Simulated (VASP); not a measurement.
Calculation: PBE GGA, VASP's PBE PAW potentials (set 64) (plane waves; VASP 6.6.1).

VASP ran on this input.

**POSCAR**
```
Ga31As33
1.0
 11.5222104216   0.0000000000   0.0000000000
  0.0000000000  11.5222104216   0.0000000000
  0.0000000000   0.0000000000  11.5222104216
Ga As
31 33
Cart
  5.7611052108   0.0000000000   0.0000000000
  8.6416578162   2.8805526054   0.0000000000
  8.6416578162   0.0000000000   2.8805526054
  0.0000000000   0.0000000000   0.0000000000
  2.8805526054   2.8805526054   0.0000000000
  5.7611052108   5.7611052108   0.0000000000
  8.6416578162   8.6416578162   0.0000000000
  2.8805526054   0.0000000000   2.8805526054
  5.7611052108   2.8805526054   2.8805526054
  8.6416578162   5.7611052108   2.8805526054
  5.7611052108   0.0000000000   5.7611052108
  8.6416578162   2.8805526054   5.7611052108
  8.6416578162   0.0000000000   8.6416578162
  0.0000000000   5.7611052108   0.0000000000
  2.8805526054   8.6416578162   0.0000000000
  0.0000000000   2.8805526054   2.8805526054
  2.8805526054   5.7611052108   2.8805526054
  5.7611052108   8.6416578162   2.8805526054
  0.0000000000   0.0000000000   5.7611052108
  2.8805526054   2.8805526054   5.7611052108
  8.6416578162   8.6416578162   5.7611052108
  2.8805526054   0.0000000000   8.6416578162
  5.7611052108   2.8805526054   8.6416578162
  8.6416578162   5.7611052108   8.6416578162
  0.0000000000   8.6416578162   2.8805526054
  0.0000000000   5.7611052108   5.7611052108
  2.8805526054   8.6416578162   5.7611052108
  0.0000000000   2.8805526054   8.6416578162
  2.8805526054   5.7611052108   8.6416578162
  5.7611052108   8.6416578162   8.6416578162
  0.0000000000   8.6416578162   8.6416578162
  7.2013815135   1.4402763027   1.4402763027
 10.0819341189   4.3208289081   1.4402763027
 10.0819341189   1.4402763027   4.3208289081
  1.4402763027   1.4402763027   1.4402763027
  4.3208289081   4.3208289081   1.4402763027
  7.2013815135   7.2013815135   1.4402763027
 10.0819341189  10.0819341189   1.4402763027
  4.3208289081   1.4402763027   4.3208289081
  7.2061401864   4.3684732482   4.3613409999
 10.0819341189   7.2013815135   4.3208289081
  7.2013815135   1.4402763027   7.2013815135
 10.0819341189   4.3208289081   7.2013815135
 10.0819341189   1.4402763027  10.0819341189
  1.4402763027   7.2013815135   1.4402763027
  4.3208289081  10.0819341189   1.4402763027
  1.4402763027   4.3208289081   4.3208289081
  4.3316136971   7.2208425269   4.3249423372
  7.2013815135  10.0819341189   4.3208289081
  1.4402763027   1.4402763027   7.2013815135
  4.3332037621   4.3685884703   7.2182615518
  5.7556897719   5.7330140618   5.8004305150
  7.1771157384   7.1596250229   7.2191141953
 10.0819341189  10.0819341189   7.2013815135
  4.3208289081   1.4402763027  10.0819341189
  7.2013815135   4.3208289081  10.0819341189
 10.0819341189   7.2013815135  10.0819341189
  1.4402763027  10.0819341189   4.3208289081
  1.4402763027   7.2013815135   7.2013815135
  4.3208289081  10.0819341189   7.2013815135
  1.4402763027   4.3208289081  10.0819341189
  4.3208289081   7.2013815135  10.0819341189
  7.2013815135  10.0819341189  10.0819341189
  1.4402763027  10.0819341189  10.0819341189
```

### INCAR
```
ALGO = Fast
EDIFF = 1E-5
EDIFFG = -0.03
ENCUT = 400
GGA = PE
IBRION = 2
ISIF = 2
ISMEAR = 0
ISYM = 0
LASPH = .TRUE.
LCHARG = .FALSE.
LMAXMIX = 4
LREAL = Auto
LWAVE = .TRUE.
NELM = 100
NELMIN = 4
NSW = 60
PREC = Normal
SIGMA = 0.05
SYSTEM = Ga31As33
```

**KPOINTS**
```
K-points
0
G
  1 1 1
```

POTCAR, in this order: Ga As (PBE.64 set). Program: vasp_gam.

Output

### OSZICAR
```
       N       E                     dE             d eps       ncg     rms          rms(c)
DAV:   1     0.155027161974E+04    0.15503E+04   -0.93410E+04   324   0.112E+03
DAV:   2    -0.618993637528E+02   -0.16122E+04   -0.15334E+04   408   0.202E+02
DAV:   3    -0.259005767883E+03   -0.19711E+03   -0.19164E+03   392   0.725E+01
DAV:   4    -0.265771065892E+03   -0.67653E+01   -0.67144E+01   368   0.140E+01
DAV:   5    -0.265941002430E+03   -0.16994E+00   -0.16918E+00   400   0.215E+00    0.209E+01
RMM:   6    -0.260643076972E+03    0.52979E+01   -0.79263E+00   324   0.381E+00    0.123E+01
RMM:   7    -0.259915980667E+03    0.72710E+00   -0.11013E+01   324   0.439E+00    0.294E+00
RMM:   8    -0.259788203409E+03    0.12778E+00   -0.13296E+00   324   0.212E+00    0.671E-01
RMM:   9    -0.259789114708E+03   -0.91130E-03   -0.12062E-01   330   0.628E-01    0.263E-01
RMM:  10    -0.259792745059E+03   -0.36304E-02   -0.20963E-02   339   0.268E-01    0.128E-01
RMM:  11    -0.259794617955E+03   -0.18729E-02   -0.58184E-03   327   0.148E-01    0.703E-02
RMM:  12    -0.259794651567E+03   -0.33612E-04   -0.22854E-03   329   0.729E-02    0.331E-02
RMM:  13    -0.259794637068E+03    0.14499E-04   -0.40101E-04   326   0.385E-02    0.102E-02
RMM:  14    -0.259794643267E+03   -0.61992E-05   -0.13602E-04   321   0.175E-02    0.369E-03
RMM:  15    -0.259794643902E+03   -0.63420E-06   -0.13927E-05   198   0.689E-03
   1 F= -.25979464E+03 E0= -.25979464E+03  d E =-.259795E+03
       N       E                     dE             d eps       ncg     rms          rms(c)
DAV:   1    -0.259918727160E+03   -0.12408E+00   -0.40065E+00   360   0.337E+00    0.642E-01
RMM:   2    -0.259943392868E+03   -0.24666E-01   -0.31160E-01   324   0.848E-01    0.231E-01
RMM:   3    -0.259948188977E+03   -0.47961E-02   -0.50684E-02   342   0.346E-01    0.216E-01
RMM:   4    -0.259948341250E+03   -0.15227E-03   -0.58973E-03   335   0.129E-01    0.129E-01
RMM:   5    -0.259948332702E+03    0.85483E-05   -0.17828E-03   325   0.696E-02    0.191E-02
RMM:   6    -0.259948348462E+03   -0.15761E-04   -0.42382E-04   340   0.313E-02    0.133E-02
RMM:   7    -0.259948355017E+03   -0.65542E-05   -0.91000E-05   274   0.142E-02
   2 F= -.25994836E+03 E0= -.25994836E+03  d E =-.153711E+00
       N       E                     dE             d eps       ncg     rms          rms(c)
DAV:   1    -0.259967806904E+03   -0.19458E-01   -0.25602E+00   344   0.270E+00    0.508E-01
RMM:   2    -0.259982959947E+03   -0.15153E-01   -0.19607E-01   324   0.675E-01    0.180E-01
RMM:   3    -0.259986082534E+03   -0.31226E-02   -0.32427E-02   344   0.276E-01    0.158E-01
RMM:   4    -0.259986159564E+03   -0.77030E-04   -0.38322E-03   334   0.103E-01    0.879E-02
RMM:   5    -0.259986172064E+03   -0.12500E-04   -0.10015E-03   325   0.516E-02    0.156E-02
RMM:   6    -0.259986178396E+03   -0.63319E-05   -0.24913E-04   327   0.237E-02    0.114E-02
RMM:   7    -0.259986182619E+03   -0.42224E-05   -0.45030E-05   230   0.104E-02
   3 F= -.25998618E+03 E0= -.25998618E+03  d E =-.191539E+00
       N       E                     dE             d eps       ncg     rms          rms(c)
DAV:   1    -0.260008818158E+03   -0.22640E-01   -0.10119E+00   344   0.177E+00    0.305E-01
RMM:   2    -0.260014737747E+03   -0.59196E-02   -0.72248E-02   324   0.438E-01    0.111E-01
RMM:   3    -0.260015969971E+03   -0.12322E-02   -0.12101E-02   342   0.181E-01    0.832E-02
RMM:   4    -0.260015947198E+03    0.22773E-04   -0.13929E-03   324   0.694E-02    0.342E-02
RMM:   5    -0.260015972480E+03   -0.25281E-04   -0.37871E-04   330   0.344E-02    0.136E-02
RMM:   6    -0.260015979535E+03   -0.70552E-05   -0.11940E-04   285   0.164E-02    0.805E-03
RMM:   7    -0.260015979990E+03   -0.45477E-06   -0.17066E-05   202   0.717E-03
   4 F= -.26001598E+03 E0= -.26001598E+03  d E =-.297974E-01
       N       E                     dE             d eps       ncg     rms          rms(c)
DAV:   1    -0.260019799861E+03   -0.38203E-02   -0.65268E-01   344   0.142E+00    0.245E-01
RMM:   2    -0.260023598363E+03   -0.37985E-02   -0.46526E-02   324   0.352E-01    0.886E-02
RMM:   3    -0.260024399313E+03   -0.80095E-03   -0.78301E-03   343   0.146E-01    0.652E-02
RMM:   4    -0.260024381594E+03    0.17719E-04   -0.90135E-04   324   0.559E-02    0.262E-02
RMM:   5    -0.260024398760E+03   -0.17166E-04   -0.24314E-04   330   0.274E-02    0.111E-02
RMM:   6    -0.260024402397E+03   -0.36379E-05   -0.72180E-05   259   0.130E-02
   5 F= -.26002440E+03 E0= -.26002440E+03  d E =-.382198E-01
       N       E                     dE             d eps       ncg     rms          rms(c)
DAV:   1    -0.260024456980E+03   -0.58220E-04   -0.11584E-02   384   0.189E-01    0.333E-02
RMM:   2    -0.260024525474E+03   -0.68495E-04   -0.82054E-04   324   0.468E-02    0.121E-02
RMM:   3    -0.260024540895E+03   -0.15421E-04   -0.14210E-04   286   0.197E-02    0.859E-03
RMM:   4    -0.260024541304E+03   -0.40854E-06   -0.18290E-05   206   0.768E-03
   6 F= -.26002454E+03 E0= -.26002454E+03  d E =-.383587E-01
       N       E                     dE             d eps       ncg     rms          rms(c)
DAV:   1    -0.260029218823E+03   -0.46779E-02   -0.17887E-01   344   0.793E-01    0.153E-01
RMM:   2    -0.260030076251E+03   -0.85743E-03   -0.12733E-02   324   0.203E-01    0.589E-02
RMM:   3    -0.260030263291E+03   -0.18704E-03   -0.22770E-03   346   0.836E-02    0.374E-02
RMM:   4    -0.260030256420E+03    0.68709E-05   -0.26471E-04   325   0.313E-02    0.148E-02
RMM:   5    -0.260030262132E+03   -0.57114E-05   -0.75160E-05   298   0.156E-02
   7 F= -.26003026E+03 E0= -.26003026E+03  d E =-.572083E-02
       N       E                     dE             d eps       ncg     rms          rms(c)
DAV:   1    -0.260030582667E+03   -0.32625E-03   -0.23635E-02   376   0.289E-01    0.568E-02
RMM:   2    -0.260030711884E+03   -0.12922E-03   -0.17944E-03   324   0.763E-02    0.224E-02
RMM:   3    -0.260030739769E+03   -0.27885E-04   -0.31913E-04   346   0.316E-02    0.144E-02
RMM:   4    -0.260030739151E+03    0.61872E-06   -0.38207E-05   232   0.120E-02
   8 F= -.26003074E+03 E0= -.26003074E+03  d E =-.619785E-02
       N       E                     dE             d eps       ncg     rms          rms(c)
DAV:   1    -0.260031473842E+03   -0.73407E-03   -0.40363E-02   344   0.374E-01    0.684E-02
RMM:   2    -0.260031688459E+03   -0.21462E-03   -0.26946E-03   324   0.925E-02    0.216E-02
RMM:   3    -0.260031731588E+03   -0.43128E-04   -0.45443E-04   339   0.381E-02    0.144E-02
RMM:   4    -0.260031731928E+03   -0.34081E-06   -0.55945E-05   260   0.145E-02
   9 F= -.26003173E+03 E0= -.26003173E+03  d E =-.992778E-03
```

### OUTCAR
```
------------------------ aborting loop because EDIFF is reached ----------------------------------------
  FORCE on cell =-STRESS in cart. coord.  units (eV):
  Direction    XX          YY          ZZ          XY          YZ          ZX
  --------------------------------------------------------------------------------------
  Total       10.7275344     10.7175043     10.7618895      0.0260370     -0.0095943      0.0152435
  in kB       11.2357765     11.2252712     11.2717593      0.0272705     -0.0100488      0.0159657
  external PRESSURE =      11.2442690 kB  Pullay stress =       0.0000000 kB
  volume of cell :     1529.70
      direct lattice vectors                 reciprocal lattice vectors
    11.522210422  0.000000000  0.000000000     0.086788903  0.000000000  0.000000000
     0.000000000 11.522210422  0.000000000     0.000000000  0.086788903  0.000000000
     0.000000000  0.000000000 11.522210422     0.000000000  0.000000000  0.086788903
  FREE ENERGIE OF THE ION-ELECTRON SYSTEM (eV)
  ---------------------------------------------------
  free  energy   TOTEN  =      -260.0317319284 eV

  energy  without entropy=     -260.0317319099  energy(sigma->0) =     -260.03173192

 reached required accuracy - stopping structural energy minimisation
```
(Selected blocks of OUTCAR.)

CONTCAR:
```
Ga31As33
   1.00000000000000
    11.5222104216000005    0.0000000000000000    0.0000000000000000
     0.0000000000000000   11.5222104216000005    0.0000000000000000
     0.0000000000000000    0.0000000000000000   11.5222104216000005
  Ga              As
    31    33
Direct
     0.4999859311908000    0.0001320611138032    0.0001937680739578
     0.7505968347234107    0.2492833388982367    0.0013265638929662
     0.7506207023983548    0.0010931983169676    0.2495093024338493
     0.9999894612165086    0.0000110880344832    0.0000010669295372
     0.2495542994153251    0.2494585717029112    0.9991185323211684
     0.4999562878621427    0.4999260066355202    0.0002144902706777
     0.7505966189319686    0.7506276705095742    0.9989250086277609
     0.2495249191256958    0.9991608552003529    0.2495359296283659
     0.4986184018691142    0.2485409529657031    0.2485748548681558
     0.7519922499534132    0.5019692787403722    0.2482901752787313
     0.4999709919081992    0.0000929940682654    0.4999749604380081
     0.7518165023606056    0.2482477772037003    0.5017747284507401
     0.7506104436491347    0.9989496812260630    0.7506066860422865
     0.9999339018395205    0.5000078914404470    0.0002404307619206
     0.2493226842241428    0.7507137867501019    0.0013047218916477
     0.9989905928959951    0.2494871623543770    0.2494951213559310
     0.2482676710328555    0.4984242858610248    0.2482726915806209
     0.5018170853882375    0.7519962093377499    0.2481963717764178
     0.9998808460877853    0.9999962762394230    0.5000724782548478
     0.2481905184673898    0.2482297483749056    0.4985718329501351
     0.7516373337323846    0.7516194561827155    0.4986282698670389
     0.2493946858728278    0.0011134026164886    0.7506520806677535
     0.5016523635068805    0.2480815581940267    0.7520674799760422
     0.7520532082070863    0.4980650460643543    0.7522205442640943
     0.0010931297558571    0.7506889202259640    0.2494986358772929
     0.0000735586944992    0.4999773587387830    0.4999614715470737
     0.2481655891764249    0.7519844718512170    0.5017277312679510
     0.0011716862644859    0.2493447425690465    0.7506311647325730
     0.2476488102879294    0.5021140105065695    0.7524497091953510
     0.4982328650360873    0.7519868765826896    0.7521153697684291
     0.9988466807305869    0.7507415858910760    0.7505745984725134
     0.6251179130584124    0.1252118714933796    0.1254235912750788
     0.8748099150655320    0.3748403365970194    0.1253405457353641
     0.8748437605056653    0.1252390761803501    0.3748586963401400
     0.1249841394051099    0.1250036963310469    0.1250094517838236
     0.3748519326000002    0.3747519328325992    0.1246440587259247
     0.6252750815324619    0.6252932287747176    0.1244427814272409
     0.8750271052102077    0.8750513404544300    0.1249926678554252
     0.3748586816051634    0.1246653713085790    0.3748479343254619
     0.6288048921717072    0.3719440032862103    0.3719155692444830
     0.8756326418539015    0.6253958608200189    0.3748912890021913
     0.6252217616729825    0.1244354927477850    0.6252715814384310
     0.8757425807228961    0.3747075460492726    0.6253346625019632
     0.8750415667494980    0.1249623176342627    0.8750706178207760
     0.1251018435484912    0.6251754566732284    0.1252685304646551
     0.3748219433298811    0.8749737669407575    0.1252854277754687
     0.1245376176547762    0.3747832428144353    0.3747985697634488
     0.3714754812377132    0.6288382364737251    0.3714930998344110
     0.6253264532780847    0.8755644656579146    0.3748927583775072
     0.1251205877791209    0.1250626811178439    0.6252133229910266
     0.3709439097047581    0.3713846828339055    0.6293828162045814
     0.4996931707569092    0.5000826952527808    0.5005943225598175
     0.6284898835190569    0.6283754528439373    0.6291869242555598
     0.8747271013783167    0.8748420200796682    0.6251915160127079
     0.3747798471334104    0.1251199274400725    0.8749819873676787
     0.6252931093835203    0.3746148043067100    0.8758370820152157
     0.8749339762600700    0.6252212272080528    0.8749498094279194
     0.1251763940319864    0.8750095786933181    0.3748523746217847
     0.1243343242514367    0.6253781249715495    0.6252532660022362
     0.3747585571565908    0.8756672983931869    0.6253061973457043
     0.1250757893968253    0.3747856551567791    0.8751116730068722
     0.3746821408896716    0.6254008376669905    0.8758849827309633
     0.6252009388649241    0.8749934800075226    0.8749737336811352
     0.1249551024852792    0.8750650265610361    0.8750613866211672
```

The supercell is sampled at Γ alone, which is coarse: total energies, pressure and levels can be off, energies of defects by several tenths of an eV.

The cell is a supercell with a defect, built from GaAs (zinc blende): As_Ga. The run is not spin-polarised, so no state with unpaired spins was tried.
